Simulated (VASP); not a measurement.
All values below come from PBEsol GGA, VASP's PBE PAW potentials (set 64) (plane waves; VASP 6.6.1).

VASP input:

### POSCAR
```
V
1
   -1.5087026504     1.5087026504     1.5087026504
    1.5087026504    -1.5087026504     1.5087026504
    1.5087026504     1.5087026504    -1.5087026504
V
1
Direct
  0.0000000000   0.0000000000   0.0000000000
```

KPOINTS:
```
Automatic mesh
0
Gamma
17 17 17
0 0 0
```

### INCAR
```
SYSTEM = V
PREC = Accurate; ENCUT = 520; LREAL = F
LASPH = T
EDIFF = 1E-7; NELM = 100; ALGO = Normal
LMAXMIX = 4
ISMEAR = 1; SIGMA = 0.1
GGA = PS
ISIF = 2
LWAVE = F; LCHARG = F
```

POTCAR, in this order: V_sv (PBE.64 set). Program: vasp_std.

Output

**OSZICAR**
```
       N       E                     dE             d eps       ncg     rms          rms(c)
DAV:   1     0.860110194874E+02    0.86011E+02   -0.72737E+03  3300   0.141E+03
DAV:   2    -0.973125100965E+01   -0.95742E+02   -0.93912E+02  3424   0.372E+02
DAV:   3    -0.112202948597E+02   -0.14890E+01   -0.14586E+01  3484   0.544E+01
DAV:   4    -0.112295235312E+02   -0.92287E-02   -0.92276E-02  3354   0.458E+00
DAV:   5    -0.112296309092E+02   -0.10738E-03   -0.10738E-03  3462   0.486E-01    0.188E+01
DAV:   6    -0.963795341142E+01    0.15917E+01   -0.66011E+00  3314   0.381E+01    0.145E+00
DAV:   7    -0.961700300630E+01    0.20950E-01   -0.24809E-02  3316   0.259E+00    0.865E-01
DAV:   8    -0.960676129553E+01    0.10242E-01   -0.72010E-03  3336   0.146E+00    0.644E-02
DAV:   9    -0.960680214024E+01   -0.40845E-04   -0.65347E-05  3318   0.135E-01    0.349E-02
DAV:  10    -0.960680943894E+01   -0.72987E-05   -0.46135E-06  3348   0.242E-02    0.175E-03
DAV:  11    -0.960680955571E+01   -0.11677E-06   -0.20115E-07  3070   0.675E-03    0.126E-03
DAV:  12    -0.960680950880E+01    0.46905E-07   -0.26714E-08  1658   0.279E-03
   1 F= -.96068095E+01 E0= -.96064935E+01  d E =-.948175E-03
```

### OUTCAR
```
------------------------ aborting loop because EDIFF is reached ----------------------------------------
  FORCE on cell =-STRESS in cart. coord.  units (eV):
  Direction    XX          YY          ZZ          XY          YZ          ZX
  --------------------------------------------------------------------------------------
  Total       -0.8619381     -0.8619381     -0.8619381      0.0000000     -0.0000000      0.0000000
  in kB     -100.5346342   -100.5346342   -100.5346342      0.0000000     -0.0000000      0.0000000
  external PRESSURE =    -100.5346342 kB  Pullay stress =       0.0000000 kB
  volume of cell :       13.74
      direct lattice vectors                 reciprocal lattice vectors
    -1.508702650  1.508702650  1.508702650     0.000000000  0.331410566  0.331410566
     1.508702650 -1.508702650  1.508702650     0.331410566  0.000000000  0.331410566
     1.508702650  1.508702650 -1.508702650     0.331410566  0.331410566  0.000000000
 POSITION                                       TOTAL-FORCE (eV/Angst)
 -----------------------------------------------------------------------------------
      0.00000      0.00000      0.00000         0.000000      0.000000      0.000000
 -----------------------------------------------------------------------------------
    total drift:                               -0.000000     -0.000000      0.000000
  FREE ENERGIE OF THE ION-ELECTRON SYSTEM (eV)
  ---------------------------------------------------
  free  energy   TOTEN  =        -9.6068095088 eV

  energy  without entropy=       -9.6058613335  energy(sigma->0) =       -9.60649345
```
(Selected blocks of OUTCAR.)

The compound is V in the bcc structure. This cell is one point of a volume scan, at 1.06 of the reference volume. The run is not spin-polarised, so no magnetic state was tried.
